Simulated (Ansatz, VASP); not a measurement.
One calculation of InAg3, two programs

```xyz
4
Lattice="4.1440 0.0000 0.0000 0.0000 4.1440 0.0000 0.0000 0.0000 4.1440" Properties=species:S:1:pos:R:3 pbc="T T T"
In    0.0000    0.0000    0.0000
Ag    0.0000    2.0720    2.0720
Ag    2.0720    0.0000    2.0720
Ag    2.0720    2.0720    0.0000
```

Alike in both runs: task electric field gradients; functional PBEsol; k mesh 9 × 9 × 9; occupations fermi-dirac, width 0.05 eV; no spin polarisation.

|  | VASP | Ansatz |
| --- | --- | --- |
| version | VASP 6.6.1 | Ansatz 0.2.0 |
| potentials or method | VASP PAW PBE potentials, release 64 (In_d, Ag), cutoff 520 eV | all-electron PAW with datasets made for the crystal, scalar-relativistic |

|  | VASP | Ansatz | Ansatz less VASP |
| --- | --- | --- | --- |
| pressure (GPa) | -0.4 | -0.3 | +0.08 |
| Vzz of the field gradient on the site that differs most (V/Å²) | -24.3 | -37.2 | -12.97 |

Ansatz ran all-electron here, so the differences hold the error of VASP's frozen core and of both bases. Ansatz warned: «gradients_without_spin_orbit».

Caveats: the PAW data sets were made with another functional, which shifts forces and pressure a little (VASP).
